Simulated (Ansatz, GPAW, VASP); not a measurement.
# One structure in several programs: Re (P6_3/mmc, 2 atoms in the cell)

Self-consistent single point.

```
Re
1.0
    1.39118    -2.40959     0.00000
    1.39118     2.40959     0.00000
    0.00000     0.00000     4.49613
Re
2
Cartesian
  1.39118   0.80320   1.12403
  1.39118  -0.80320   3.37209
```

Shared settings, as Ansatz (a program for electronic structure) writes them: kpoints.mp_grid.grid = 14 14 7; scf.occupations.method = gaussian; scf.occupations.width = 0.1 eV. Potentials and cutoffs stand in the table.

```json
[
 {"code": "Ansatz", "model": "LDA (PW92), default PAW files made with PBE", "pressure (GPa)": "-18.27", "cutoff": "default"},
 {"code": "GPAW", "model": "LDA (Perdew-Wang 92), GPAW PAW datasets LDA (gpaw-data 1.0.1)", "pressure (GPa)": "-19.92", "cutoff": "600 eV"},
 {"code": "VASP", "model": "LDA (PZ), VASP's LDA PAW potentials (set 64)", "pressure (GPa)": "-18.98", "cutoff": "300 eV"}
]
```

On Ansatz's run: spin-orbit coupling is off. Spin polarisation is off.

The spread over the programs that give each value: pressure within 1.65 GPa.

Ansatz's pressure is given at a fixed set of plane waves, as the other plane-wave codes print theirs; with its correction for the finite basis it is -18.16 GPa. The same LDA comes in different parametrisations, which differ slightly.

VASP's run is marked for a possible Pulay error in its stress at this cutoff; no cutoff test was made.

The starting cell has typed, rounded lattice constants, without a prior relaxation at this level. Its lattice was rescaled by a random factor within 2.5 % of one.

Left out of this page: Quantum ESPRESSO, Elk, FLEUR and SIESTA (not drawn, or without a comparable value); ABINIT (with a known weakness of the program).

Keys are those of Ansatz 0.2.
